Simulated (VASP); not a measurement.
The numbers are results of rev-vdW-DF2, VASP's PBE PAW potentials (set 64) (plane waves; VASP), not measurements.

VASP ran on this input.

INCAR:
```
SYSTEM = GaN
PREC = Accurate; ENCUT = 520; LREAL = .FALSE.
LASPH = .TRUE.; ICHARG = 11
EDIFF = 1E-7; NELM = 100; ALGO = Normal
LMAXMIX = 4
ISMEAR = 0; SIGMA = 0.05
GGA = MK; LUSE_VDW = .TRUE.; AGGAC = 0.0
PARAM1 = 0.1234568; PARAM2 = 0.7114; ZAB_VDW = -1.8867
LWAVE = .FALSE.; LCHARG = .FALSE.; LORBIT = 11
```

**POSCAR**
```
GaN
1
    1.6009667607    -2.7729557322    -0.0000000000
    1.6009667607     2.7729557322     0.0000000000
    0.0000000000     0.0000000000     5.2156827973
Ga N
2 2
Direct
  0.6666670000   0.3333330000   0.5001284325
  0.3333330000   0.6666670000   0.0001284325
  0.6666670000   0.3333330000   0.8768715675
  0.3333330000   0.6666670000   0.3768715675
```

**KPOINTS**
```
k-points along high-symmetry lines
10
Line-mode
Reciprocal
  0.000000   0.000000   0.000000 ! GAMMA
  0.000000   0.500000   0.000000 ! M

  0.000000   0.500000   0.000000 ! M
 -0.333333   0.666667   0.000000 ! K

 -0.333333   0.666667   0.000000 ! K
  0.000000   0.000000   0.000000 ! GAMMA

  0.000000   0.000000   0.000000 ! GAMMA
  0.000000   0.000000   0.500000 ! A

  0.000000   0.000000   0.500000 ! A
  0.000000   0.500000   0.500000 ! L

  0.000000   0.500000   0.500000 ! L
 -0.333333   0.666667   0.500000 ! H

 -0.333333   0.666667   0.500000 ! H
  0.000000   0.000000   0.500000 ! A

  0.000000   0.500000   0.500000 ! L
  0.000000   0.500000   0.000000 ! M

 -0.333333   0.666667   0.500000 ! H
 -0.333333   0.666667   0.000000 ! K
```

POTCAR, in this order: Ga_d N (PBE.64 set). Program: vasp_std. Read from the step before: CHGCAR.

The resulting files:

OUTCAR:
```
 ion  position               nearest neighbor table
   1  0.667  0.333  0.500-   4 1.96   4 1.96   4 1.96   3 1.96
   2  0.333  0.667  0.000-   3 1.96   3 1.96   3 1.96   4 1.96
   3  0.667  0.333  0.877-   2 1.96   2 1.96   2 1.96   1 1.96
   4  0.333  0.667  0.377-   1 1.96   1 1.96   1 1.96   2 1.96
  LATTYP: Found a hexagonal cell.
 ALAT       =     3.2019334880
 C/A-ratio  =     1.6289166583
 Subroutine PRICEL returns:
 Original cell was already a primitive cell.
 Subroutine GETGRP returns: Found 12 space group operations
The static configuration has the point symmetry C_3v.
 The point group associated with its full space group is C_6v.
The dynamic configuration has the point symmetry C_3v.
 Subroutine INISYM returns: Found 12 space group operations
   k-points           NKPTS =     90   k-points in BZ     NKDIM =     90   number of bands    NBANDS=     22
   number of dos      NEDOS =    301   number of ions     NIONS =      4
   total plane-waves  NPLWV =  23040
   dimension x,y,z NGX =    24 NGY =   24 NGZ =   40
   dimension x,y,z NGXF=    48 NGYF=   48 NGZF=   80
   ions per type =               2   2
   PREC   = accura    normal or accurate (medium, high low for compatibility)
   ISTART =      0    job   : 0-new  1-cont  2-samecut
   ICHARG =     11    charge: 1-file 2-atom 10-const
   ISPIN  =      1    spin polarized calculation?
   LNONCOLLINEAR =      F non collinear calculations
   LSORBIT =      F    spin-orbit coupling
   INIWAV =      1    electr: 0-lowe 1-rand  2-diag
   ENCUT  =  520.0 eV  38.22 Ry    6.18 a.u.   5.95  5.95  9.70*2*pi/ulx,y,z
   NELM   =    100;   NELMIN=  2; NELMDL= -5     # of ELM steps
   EDIFF  = 0.1E-06   stopping-criterion for ELM
   LREAL  =      F    real-space projection
   NLSPLINE    = F    spline interpolate recip. space projectors
   LMAXMIX     =    4 max onsite mixed and CHGCAR
   VOSKOWN=      0    Vosko Wilk Nusair interpolation
   EDIFFG = 0.1E-05   stopping-criterion for IOM
   NSW    =      0    number of steps for IOM
   NBLOCK =      1;   KBLOCK =      1    inner block; outer block
   IBRION =     -1    ionic relax: 0-MD 1-quasi-New 2-CG
   NFREE  =      0    steps in history (QN), initial steepest desc. (CG)
...
```

**OSZICAR**
```
       N       E                     dE             d eps       ncg     rms          rms(c)
DAV:   1     0.279481653020E+03    0.27948E+03   -0.18613E+04  4142   0.308E+03
DAV:   2     0.195196923573E+02   -0.25996E+03   -0.25259E+03  4236   0.539E+02
DAV:   3    -0.138278347498E+02   -0.33348E+02   -0.32819E+02  4584   0.151E+02
DAV:   4    -0.152654598238E+02   -0.14376E+01   -0.14331E+01  5312   0.319E+01
DAV:   5    -0.152910003118E+02   -0.25540E-01   -0.25490E-01  4594   0.385E+00
DAV:   6    -0.152922363179E+02   -0.12360E-02   -0.12359E-02  6006   0.738E-01
DAV:   7    -0.152922500475E+02   -0.13730E-04   -0.13728E-04  4640   0.667E-02
DAV:   8    -0.152922505461E+02   -0.49856E-06   -0.49857E-06  5916   0.111E-02
DAV:   9    -0.152922505564E+02   -0.10303E-07   -0.10330E-07  3346   0.136E-03
   1 F= -.15292251E+02 E0= -.15292251E+02  d E =-.877919E-16
```

### OUTCAR
```
 val. band max:        5.0396976689   @ k =   0.0000   0.0000   0.0000

 cond. band min:       6.8429374177   @ k =   0.0000   0.0000   0.0000



 k-point     1 :       0.0000    0.0000    0.0000
  band No.  band energies     occupation
      1     -10.7753      2.00000
      2      -9.9320      2.00000
      3      -8.4590      2.00000
      4      -8.4439      2.00000
      5      -8.4439      2.00000
      6      -8.3859      2.00000
      7      -8.3859      2.00000
      8      -8.2063      2.00000
      9      -8.2063      2.00000
     10      -8.1125      2.00000
     11      -8.1125      2.00000
     12      -6.8263      2.00000
     13      -1.9317      2.00000
     14       4.0255      2.00000
     15       4.0256      2.00000
     16       5.0019      2.00000
     17       5.0397      2.00000
     18       5.0397      2.00000
     19       6.8429      0.00000
     20       9.1605      0.00000
     21      14.1036      0.00000
     22      14.7854      0.00000

 k-point     2 :       0.0000    0.0556    0.0000
  band No.  band energies     occupation
      1     -10.7453      2.00000
      2      -9.9246      2.00000
      3      -8.4570      2.00000
      4      -8.4395      2.00000
      5      -8.4329      2.00000
      6      -8.3828      2.00000
      7      -8.3800      2.00000
      8      -8.2087      2.00000
      9      -8.2067      2.00000
     10      -8.1177      2.00000
     11      -8.1118      2.00000
     12      -6.8044      2.00000
     13      -1.8882      2.00000
     14       3.7857      2.00000
     15       3.9600      2.00000
     16       4.7135      2.00000
     17       4.9738      2.00000
     18       5.0126      2.00000
     19       7.1449      0.00000
     20       9.3673      0.00000
     21      14.0375      0.00000
     22      14.5326      0.00000

 k-point     3 :       0.0000    0.1111    0.0000
  band No.  band energies     occupation
      1     -10.6592      2.00000
      2      -9.9044      2.00000
...
```

The density is held fixed in this step, so its total energy and stress have no physical meaning.

The compound is GaN in the wurtzite structure. It was relaxed first.
